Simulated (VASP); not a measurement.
# TaMo2C3 (P6_3/mmc) in VASP: single point with PBE

Aim: the single point of TaMo2C3 with PBE.

All numbers are computed with VASP 6.6.1; they aren't measurements. Logs are shortened: lines on timing, memory, paths and dates and some standing lists are left out, and cuts for length are marked.

## 1. The structure

The structure is hexagonal, space group P6_3/mmc (No. 194). Conventional cell: a = 3.042 Å, b = 3.042 Å, c = 15.983 Å, α = 90.00°, β = 90.00°, γ = 120.00°. Ta (site symmetry -3m) has 6 C at 2.20 Å as nearest neighbours. Around Mo (site symmetry 3m) lie 6 C at 2.17 to 2.24 Å. C (site symmetry 3m) is surrounded by 3 Mo at 2.17 Å and 3 Ta at 2.20 Å. C (site symmetry -6m2) is surrounded by 6 Mo at 2.24 Å.

The cell was built by a generator and needn't be a form met in nature.

## 2. Single point, PBE

File INCAR:

```
  PREC = Normal
  ENCUT = 520
  EDIFF = 1E-5
  ISMEAR = 0
  SIGMA = 0.15
  LREAL = Auto
  LASPH = True
  NELM = 80
  ALGO = Fast
  ISIF = 2
  LWAVE = False
  LCHARG = False
  GGA = PE
  NBANDS = 63
```

File KPOINTS:

```
regular mesh
0
Gamma
  8 8 2
```

File POSCAR:

```
TaMo2C3
1.0
    3.0418820000      0.0000000000      0.0000000000
   -1.5209410000      2.6343470000      0.0000000000
    0.0000000000      0.0000000000     15.9834200000
Ta Mo C
2 4 6
Direct
    0.0000000000      0.0000000000      0.0000000000
    0.0000000000      0.0000000000      0.5000000000
    0.3333330000      0.6666670000      0.6627420000
    0.3333330000      0.6666670000      0.8372580000
    0.6666670000      0.3333330000      0.1627420000
    0.6666670000      0.3333330000      0.3372580000
    0.6666670000      0.3333330000      0.9167620000
    0.3333330000      0.6666670000      0.0832380000
    0.6666670000      0.3333330000      0.7500000000
    0.6666670000      0.3333330000      0.5832380000
    0.3333330000      0.6666670000      0.4167620000
    0.3333330000      0.6666670000      0.2500000000
```

Potentials or basis: VASP PAW PBE potentials, release 64 (Ta_pv, Mo_sv, C).

On the command line:

```sh
$ cat potpaw_PBE.64/Ta_pv/POTCAR potpaw_PBE.64/Mo_sv/POTCAR potpaw_PBE.64/C/POTCAR > POTCAR
$ mpirun -np 1 vasp_std > vasp.out
```

OUTCAR:

```text
PREC = Normal
   ENCUT = 520
   EDIFF = 1E-5
   ISMEAR = 0
   LREAL = Auto
   LASPH = True
   NELM = 80
   ISIF = 2
   GGA = PE

 ion  position               nearest neighbor table
   1  0.000  0.000  0.000-   7 2.20   8 2.20   8 2.20   7 2.20   7 2.20   8 2.20   4 3.14   5 3.14
                             4 3.14   5 3.14   4 3.14   5 3.14
   2  0.000  0.000  0.500-  10 2.20  11 2.20  11 2.20  10 2.20  10 2.20  11 2.20   3 3.14   6 3.14
                             3 3.14   6 3.14   3 3.14   6 3.14
   3  0.333  0.667  0.663-  10 2.17  10 2.17  10 2.17   9 2.24   9 2.24   9 2.24   4 2.79   2 3.14
                             2 3.14   2 3.14
   4  0.333  0.667  0.837-   7 2.17   7 2.17   7 2.17   9 2.24   9 2.24   9 2.24   3 2.79   1 3.14
                             1 3.14   1 3.14
   5  0.667  0.333  0.163-   8 2.17   8 2.17   8 2.17  12 2.24  12 2.24  12 2.24   6 2.79   1 3.14
                             1 3.14   1 3.14
   6  0.667  0.333  0.337-  11 2.17  11 2.17  11 2.17  12 2.24  12 2.24  12 2.24   5 2.79   2 3.14
                             2 3.14   2 3.14
   7  0.667  0.333  0.917-   4 2.17   4 2.17   4 2.17   1 2.20   1 2.20   1 2.20
   8  0.333  0.667  0.083-   5 2.17   5 2.17   5 2.17   1 2.20   1 2.20   1 2.20
   9  0.667  0.333  0.750-   3 2.24   4 2.24   3 2.24   4 2.24   3 2.24   4 2.24
  10  0.667  0.333  0.583-   3 2.17   3 2.17   3 2.17   2 2.20   2 2.20   2 2.20
  11  0.333  0.667  0.417-   6 2.17   6 2.17   6 2.17   2 2.20   2 2.20   2 2.20
  12  0.333  0.667  0.250-   5 2.24   6 2.24   5 2.24   6 2.24   5 2.24   6 2.24

  LATTYP: Found a hexagonal cell.
 ALAT       =     3.0418820000
 C/A-ratio  =     5.2544510274

  Lattice vectors:

 A1 = (   3.0418820000,   0.0000000000,   0.0000000000)
 A2 = (  -1.5209410000,   2.6343470000,   0.0000000000)
 A3 = (   0.0000000000,   0.0000000000,  15.9834200000)

Analysis of symmetry for initial positions (statically):
=====================================================================
 Subroutine PRICEL returns:
 Original cell was already a primitive cell.

 Routine SETGRP: Setting up the symmetry group for a
 hexagonal supercell.

 Subroutine GETGRP returns: Found 24 space group operations
 (whereof 12 operations were pure point group operations)
 out of a pool of 24 trial point group operations.

The static configuration has the point symmetry D_3d.
 The point group associated with its full space group is D_6h.

Analysis of symmetry for dynamics (positions and initial velocities):
=====================================================================
 Subroutine PRICEL returns:
 Original cell was already a primitive cell.

 Routine SETGRP: Setting up the symmetry group for a
 hexagonal supercell.

 Subroutine GETGRP returns: Found 24 space group operations
 (whereof 12 operations were pure point group operations)
 out of a pool of 24 trial point group operations.

The dynamic configuration has the point symmetry D_3d.
 The point group associated with its full space group is D_6h.

 Subroutine INISYM returns: Found 24 space group operations
 (whereof 12 operations are pure point group operations),
 and found     1 'primitive' translations

----------------------------------------------------------------------------------------

                                     Primitive cell

  volume of cell :     128.0811

  direct lattice vectors                    reciprocal lattice vectors
     3.041882000  0.000000000  0.000000000     0.328743850  0.189800357  0.000000000
    -1.520941000  2.634347000  0.000000000     0.000000000  0.379600713  0.000000000
     0.000000000  0.000000000 15.983420000     0.000000000  0.000000000  0.062564833

  length of vectors
     3.041882000  3.041881924 15.983420000     0.379600704  0.379600713  0.062564833

  position of ions in fractional coordinates (direct lattice)
     0.000000000  0.000000000  0.000000000
     0.000000000  0.000000000  0.500000000
     0.333333000  0.666667000  0.662742000
     0.333333000  0.666667000  0.837258000
     0.666667000  0.333333000  0.162742000
     0.666667000  0.333333000  0.337258000
     0.666667000  0.333333000  0.916762000
     0.333333000  0.666667000  0.083238000
     0.666667000  0.333333000  0.750000000
     0.666667000  0.333333000  0.583238000
     0.333333000  0.666667000  0.416762000
     0.333333000  0.666667000  0.250000000
[... 27 lines left out ...]
     0.041092981  0.023725045  0.000000000     0.125000000  0.000000000  0.000000000
     0.000000000  0.047450089  0.000000000     0.000000000  0.125000000  0.000000000
     0.000000000  0.000000000  0.031282416     0.000000000  0.000000000  0.500000000

  Length of vectors
     0.047450088  0.047450089  0.031282416

  Shift w.r.t. Gamma in fractional coordinates (k-lattice)
     0.000000000  0.000000000  0.000000000

 Subroutine IBZKPT returns following result:
 ===========================================

 Found     20 irreducible k-points:

 Following reciprocal coordinates:
            Coordinates               Weight
  0.000000  0.000000  0.000000      1.000000
  0.125000  0.000000  0.000000      6.000000
  0.250000  0.000000  0.000000      6.000000
  0.375000  0.000000  0.000000      6.000000
  0.500000  0.000000  0.000000      3.000000
  0.125000  0.125000  0.000000      6.000000
[... 12 lines left out ...]
  0.250000  0.250000  0.500000      6.000000
  0.375000  0.250000  0.500000      6.000000
   k-points           NKPTS =     20   k-points in BZ     NKDIM =     20   number of bands    NBANDS=     63
   number of dos      NEDOS =    301   number of ions     NIONS =     12
   total plane-waves  NPLWV =  29160
   dimension x,y,z NGX =    18 NGY =   18 NGZ =   90
   dimension x,y,z NGXF=    36 NGYF=   36 NGZF=  180
   ions per type =               2   4   6
   NGX,Y,Z   is equivalent  to a cutoff of   9.84,  9.84,  9.36 a.u.
   NGXF,Y,Z  is equivalent  to a cutoff of  19.67, 19.67, 18.72 a.u.
 SYSTEM =  unknown system
   PREC   = normal    normal or accurate (medium, high low for compatibility)
   ISTART =      0    job   : 0-new  1-cont  2-samecut
   ICHARG =      2    charge: 1-file 2-atom 10-const
   ISPIN  =      1    spin polarized calculation?
   LNONCOLLINEAR =      F non collinear calculations
   LSORBIT =      F    spin-orbit coupling
   LASPH  =      T    aspherical Exc in radial PAW
   ENCUT  =  520.0 eV  38.22 Ry    6.18 a.u.   5.66  5.66 29.72*2*pi/ulx,y,z
   NELM   =     80;   NELMIN=  2; NELMDL= -5     # of ELM steps
   EDIFF  = 0.1E-04   stopping-criterion for ELM
   LREAL  =      T    real-space projection
   EDIFFG = 0.1E-03   stopping-criterion for IOM
   NSW    =      0    number of steps for IOM
   IBRION =     -1    ionic relax: 0-MD 1-quasi-New 2-CG
   NFREE  =      0    steps in history (QN), initial steepest desc. (CG)
   ISIF   =      2    stress and relaxation
   ISYM   =      2    0-nonsym 1-usesym 2-fastsym
   POTIM  = 0.5000    time-step for ionic-motion
   TEBEG  =    0.0;   TEEND  =   0.0 temperature during run
   PSTRESS=    0.0 pullay stress
   NELECT =     102.0000    total number of electrons
   NUPDOWN=      -1.0000    fix difference up-down
   EMIN   =  10.00;   EMAX   =-10.00  energy-range for DOS
   EFERMI =   0.00;   METHOD = LEGACY
   ISMEAR =     0;   SIGMA  =   0.15  broadening in eV -4-tet -1-fermi 0-gaus
   EFERMI_NEDOS =   21; number of points for ismear=-14 and -15
   IALGO  =     68    algorithm
   IMIX   =      4    mixing-type and parameters
     AMIX     =   0.40;   BMIX     =  1.00
     AMIX_MAG =   1.60;   BMIX_MAG =  1.00
  volume/ion in A,a.u.               =      10.67        72.03
  Fermi-wavevector in a.u.,A,eV,Ry     =   1.517446  2.867557 31.329345  2.302642
  Thomas-Fermi vector in A             =   2.626700
   LORBIT       =      0    0 simple, 1 ext, 2 COOP (PROOUT), +10 PAW based schemes
   GGA     = PE    functional components
   LHFCALC =     F    Hartree Fock is set to
   AEXX    =    0.0000 exact exchange contribution
   IVDW    =     0    specifies the selected vdW correction
   LEPSILON=     F    determine dielectric tensor
   LRPA    =     F    only Hartree local field effects (RPA)
 non-spin polarized calculation
 RMM-DIIS sequential band-by-band and
 Gauss-broadening in eV      SIGMA  =   0.15
  energy-cutoff  :      520.00
  volume of cell :      128.08
 maximum number of plane-waves:      3503
   NGX = 11   NGY = 11   NGZ = 59

 number of electron     101.9999954 magnetization

 Free energy of the ion-electron system (eV)
  ---------------------------------------------------
  ext. energy  EPLUGINS =         0.00000000
  ---------------------------------------------------
  free energy    TOTEN  =      -125.56326438 eV

  energy without entropy =     -125.53524050  energy(sigma->0) =     -125.54925244

 E-fermi :  11.2280     XC(G=0): -13.3958

 val. band max:       11.1567467843   @ k =   0.0000   0.0000   0.0000
 cond. band min:      11.3526887246   @ k =   0.2500   0.1250   0.5000
 fundamental gap:      0.1959419404
 Fermi energy:        11.2279647182

 k-point     1 :       0.0000    0.0000    0.0000
  band No.  band energies     occupation
      1     -50.6591      2.00000
      2     -50.6591      2.00000
      3     -50.6128      2.00000
      4     -50.6127      2.00000
      5     -25.1854      2.00000
      6     -25.0928      2.00000
[... 1309 lines left out ...]
     62      13.9854      0.00000
     63      14.6137      0.00000

------------------------ aborting loop because EDIFF is reached ----------------------------------------

  FORCE on cell =-STRESS in cart. coord.  units (eV):
  Direction    XX          YY          ZZ          XY          YZ          ZX
  --------------------------------------------------------------------------------------
  -------------------------------------------------------------------------------------
  Total        0.1259659      0.1259658     -0.1941622     -0.0000000      0.0000000      0.0000000
  in kB        1.5757175      1.5757174     -2.4287917     -0.0000000      0.0000000      0.0000000
  external PRESSURE =       0.2408811 kB  Pullay stress =       0.0000000 kB

 VOLUME and BASIS-vectors are now :
 -----------------------------------------------------------------------------
  energy-cutoff  :      520.00
  volume of cell :      128.08
      direct lattice vectors                 reciprocal lattice vectors
     3.041882000  0.000000000  0.000000000     0.328743850  0.189800357  0.000000000
    -1.520941000  2.634347000  0.000000000     0.000000000  0.379600713  0.000000000
     0.000000000  0.000000000 15.983420000     0.000000000  0.000000000  0.062564833

 POSITION                                       TOTAL-FORCE (eV/Angst)
 -----------------------------------------------------------------------------------
      0.00000      0.00000      0.00000        -0.000000      0.000000     -0.000000
      0.00000      0.00000      7.99171        -0.000000      0.000000     -0.000000
     -0.00000      1.75623     10.59288        -0.000000     -0.000000     -0.002887
     -0.00000      1.75623     13.38225         0.000000      0.000000      0.002887
      1.52094      0.87811      2.60117         0.000000     -0.000000     -0.002887
      1.52094      0.87811      5.39054         0.000000      0.000000      0.002887
      1.52094      0.87811     14.65299        -0.000000      0.000000     -0.009961
     -0.00000      1.75623      1.33043         0.000000     -0.000000      0.009961
      1.52094      0.87811     11.98757         0.000000      0.000000     -0.000000
      1.52094      0.87811      9.32214        -0.000000      0.000000      0.009961
     -0.00000      1.75623      6.66128        -0.000000     -0.000000     -0.009961
     -0.00000      1.75623      3.99586        -0.000000      0.000000     -0.000000
 -----------------------------------------------------------------------------------
    total drift:                                0.000000      0.000000      0.000000

  FREE ENERGIE OF THE ION-ELECTRON SYSTEM (eV)
  ---------------------------------------------------
  free  energy   TOTEN  =      -125.5632643776 eV

  energy  without entropy=     -125.5352405049  energy(sigma->0) =     -125.54925244
```

Run time: 3 min. Hardware: 1 thread of AMD EPYC 7R43 (Zen 3), shared host; peak memory 0.2 GiB.

Results:

- Free energy: -125.5633 eV
- Pressure: 0.0 GPa
- Largest force: 0.010 eV/Å
- Band gap on the k mesh: none (metal or under the smearing width)

Forces on the atoms (eV/Å):
```
Ta   0.000  0.000  0.000
Ta   0.000  0.000  0.000
Mo   0.000  0.000 -0.003
Mo   0.000  0.000  0.003
Mo   0.000  0.000 -0.003
Mo   0.000  0.000  0.003
C    0.000  0.000 -0.010
C    0.000  0.000  0.010
C    0.000  0.000  0.000
C    0.000  0.000  0.010
C    0.000  0.000 -0.010
C    0.000  0.000  0.000
```
